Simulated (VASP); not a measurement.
Crystal: Cu3Te.

```
CELL_PARAMETERS angstrom
3.94666 0.00000 0.00000
0.00000 3.94666 0.00000
0.00000 0.00000 3.94666
ATOMIC_POSITIONS crystal
Cu 0.00000 0.50000 0.50000
Cu 0.50000 0.00000 0.50000
Cu 0.50000 0.50000 0.00000
Te 0.00000 0.00000 0.00000
```

The cell comes from a database or a generator and needn't be the stable form of this composition.

Base run:

- Program: VASP 6.6.1
- Functional: PBEsol
- Potentials or basis: VASP PAW PBE potentials, release 64 (Cu, Te)
- Cutoff: 520 eV
- k mesh: 10 × 10 × 10
- Occupations: gaussian, width 0.1 eV
- Spin: no spin polarisation

Its results: band gap on the k mesh none (metal or under the smearing width); pressure -5.0 GPa.

The run is repeated on the same cell with these changes: further incar settings from ALGO = Fast; EDIFF = 1e-07; NBANDS = 28 to ALGO = Normal; EDIFF = 1e-06; NBANDS = 28. What comes out?

Band gap on the k mesh none (metal or under the smearing width); pressure -4.4 GPa.

Caveats: the PAW data sets were made with another functional, which shifts forces and pressure a little.
